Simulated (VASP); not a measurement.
```
Pt3Sb
1.0
    0.00000     3.19235     3.19235
    3.19235     0.00000     3.19235
    3.19235     3.19235     0.00000
Sb Pt
1 3
Direct
  0.00000   0.00000   0.00000
  0.25000   0.25000   0.25000
  0.75000   0.75000   0.75000
  0.50000   0.50000   0.50000
```

Method: LDA (Ceperley-Alder, Perdew-Zunger), VASP's LDA PAW potentials (set 64) (plane waves; VASP). Numerical set-up: 400 eV cut-off, 8×8×8 Γ-centred mesh, first-order Methfessel-Paxton smearing of 0.10 eV, potentials Sb Pt.

Unless said otherwise, spin-orbit coupling is left out, though it shifts the bands of the heavy elements here.

Task: What does the run give for the energy per atom (σ→0), band gap (on the k-mesh) with the smallest direct gap where there is one?

Result: 
```json
{
 "band gap (on the k-mesh)": "none (metal, semimetal or under 0.01 eV)",
 "energy per atom (σ→0)": "-6.936 eV/atom"
}
```

Only differences to runs with the same potentials and settings are physical.

The structure comes from a computed database's SbPt3 entry (Fm-3m); how it stands against other phases isn't given here. It was relaxed first, which changed the volume by -6 %. The start is the result of an earlier pass. The electron count is odd and the run is not spin-polarised, which forces a metal.
